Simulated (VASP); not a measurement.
Energy against volume of SiC (zinc blende). Computed with PBEsol GGA, VASP's PBE PAW potentials (set 64) (plane waves; VASP). Numerical set-up: 520 eV cut-off, 10×10×10 Γ-centred mesh, Gaussian smearing of 0.050 eV, potentials Si C.

```tsv
V (Å³/atom)	E (eV/atom)
10.049	-7.95093
10.360	-7.95750
10.671	-7.95120
10.982	-7.93380
```

**Question.** Fit these four points and predict the energy of the run at 9.739 Å³/atom.

**Answer.** A cubic in V^(−2/3), the third-order Birch-Murnaghan form, passes through the four points with V0 = 10.36 Å³/atom and B0 = 221 GPa, and gives -7.9295 eV/atom there. The run gave -7.9295 eV/atom, +0.0 meV/atom from the fit; all five points give B0 = 221 GPa.

The compound is SiC in the zinc blende structure. It was relaxed first.
